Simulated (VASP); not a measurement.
Calculation: r2SCAN meta-GGA, VASP's PBE PAW potentials (set 64) (plane waves; VASP 6.6.1).

VASP ran on this input.

### INCAR
```
! general
SYSTEM =Cu
PREC   =Accurate
ENCUT  =520
LREAL  =F
LASPH  =T

! electronic loop
EDIFF  =1E-7
NELM   =100
ALGO   =Normal
LMAXMIX=4
LMIXTAU=T

! smearing
ISMEAR =1
SIGMA  =0.1

! functional
METAGGA=R2SCAN

! ions
ISIF   =2

! output
LWAVE  =F
LCHARG =F
```

File KPOINTS:
```
Automatic mesh
0
Gamma
17 17 17
0 0 0
```

**POSCAR**
```
Cu
3.5826860
  0.0000000000   0.5000000328   0.5000000328
  0.5000000328   0.0000000000   0.5000000328
  0.5000000328   0.5000000328   0.0000000000
Cu
1
Cart
  0.0000000000   0.0000000000   0.0000000000
```

POTCAR, in this order: Cu (PBE.64 set). Program: vasp_std.

Output of the run:

**OUTCAR**
```
 ion  position               nearest neighbor table
   1  0.000  0.000  0.000-
  LATTYP: Found a face centered cubic cell.
 ALAT       =     3.5826862352
 Subroutine PRICEL returns:
 Original cell was already a primitive cell.
 Subroutine GETGRP returns: Found 48 space group operations
The static configuration has the point symmetry O_h .
The dynamic configuration has the point symmetry O_h .
 Subroutine INISYM returns: Found 48 space group operations
 Subroutine IBZKPT returns following result:
 Found    165 irreducible k-points:

 Following reciprocal coordinates:
            Coordinates               Weight
  0.000000  0.000000  0.000000      1.000000
  0.058824  0.000000  0.000000      8.000000
  0.117647  0.000000  0.000000      8.000000
  0.176471  0.000000  0.000000      8.000000
  0.235294  0.000000  0.000000      8.000000
  0.294118  0.000000  0.000000      8.000000
  0.352941  0.000000  0.000000      8.000000
  0.411765  0.000000  0.000000      8.000000
  0.470588  0.000000  0.000000      8.000000
  0.058824  0.058824  0.000000      6.000000
...
```

File OSZICAR:
```
       N       E                     dE             d eps       ncg     rms          rms(c)
DAV:   1     0.282017997885E+02    0.28202E+02   -0.58844E+03  3058   0.212E+03
DAV:   2    -0.128983264755E+02   -0.41100E+02   -0.39225E+02  2997   0.203E+02
DAV:   3    -0.133690679856E+02   -0.47074E+00   -0.46962E+00  3627   0.320E+01
DAV:   4    -0.133728463110E+02   -0.37783E-02   -0.37779E-02  3586   0.248E+00
DAV:   5    -0.133728972136E+02   -0.50903E-04   -0.50902E-04  3561   0.234E-01    0.784E+00
DAV:   6    -0.114193346197E+02    0.19536E+01   -0.27947E+01  3148   0.129E+02    0.569E+00
DAV:   7    -0.108357773843E+02    0.58356E+00   -0.57434E+00  3183   0.552E+01    0.547E-01
DAV:   8    -0.108304664893E+02    0.53109E-02   -0.11654E-01  3408   0.792E+00    0.923E-01
DAV:   9    -0.108247219948E+02    0.57445E-02   -0.14690E-01  3877   0.886E+00    0.778E-02
DAV:  10    -0.108254231631E+02   -0.70117E-03   -0.12423E-03  3506   0.532E-01    0.107E-01
DAV:  11    -0.108254004475E+02    0.22716E-04   -0.45798E-04  4189   0.396E-01    0.432E-02
DAV:  12    -0.108254105997E+02   -0.10152E-04   -0.44038E-04  3286   0.441E-01    0.218E-02
DAV:  13    -0.108254187218E+02   -0.81220E-05   -0.95886E-05  3350   0.189E-01    0.490E-03
DAV:  14    -0.108254204370E+02   -0.17153E-05   -0.64137E-07  3194   0.151E-02    0.260E-03
DAV:  15    -0.108254188634E+02    0.15737E-05   -0.13688E-06  3230   0.275E-02    0.269E-04
DAV:  16    -0.108254197355E+02   -0.87215E-06   -0.90989E-08  1797   0.435E-03    0.451E-04
DAV:  17    -0.108254196286E+02    0.10690E-06   -0.21973E-08  1549   0.327E-03    0.162E-04
DAV:  18    -0.108254196744E+02   -0.45795E-07   -0.52193E-09  1517   0.105E-03
   1 F= -.10825420E+02 E0= -.10825459E+02  d E =0.118672E-03
```

File OUTCAR:
```
------------------------ aborting loop because EDIFF is reached ----------------------------------------
  FORCE on cell =-STRESS in cart. coord.  units (eV):
  Direction    XX          YY          ZZ          XY          YZ          ZX
  --------------------------------------------------------------------------------------
  Total       -0.0277541     -0.0277541     -0.0277541      0.0000000      0.0000000      0.0000000
  in kB       -3.8678715     -3.8678715     -3.8678715      0.0000000      0.0000000      0.0000000
  external PRESSURE =      -3.8678715 kB  Pullay stress =       0.0000000 kB
  volume of cell :       11.50
      direct lattice vectors                 reciprocal lattice vectors
     0.000000000  1.791343118  1.791343118    -0.279120173  0.279120173  0.279120173
     1.791343118  0.000000000  1.791343118     0.279120173 -0.279120173  0.279120173
     1.791343118  1.791343118  0.000000000     0.279120173  0.279120173 -0.279120173
 POSITION                                       TOTAL-FORCE (eV/Angst)
 -----------------------------------------------------------------------------------
      0.00000      0.00000      0.00000        -0.000000      0.000000     -0.000000
 -----------------------------------------------------------------------------------
    total drift:                               -0.000000     -0.000000     -0.000000
  FREE ENERGIE OF THE ION-ELECTRON SYSTEM (eV)
  ---------------------------------------------------
  free  energy   TOTEN  =       -10.8254196744 eV

  energy  without entropy=      -10.8255383464  energy(sigma->0) =      -10.82545923
```
(Selected blocks of OUTCAR.)

The compound is Cu in the fcc structure. It was relaxed first.
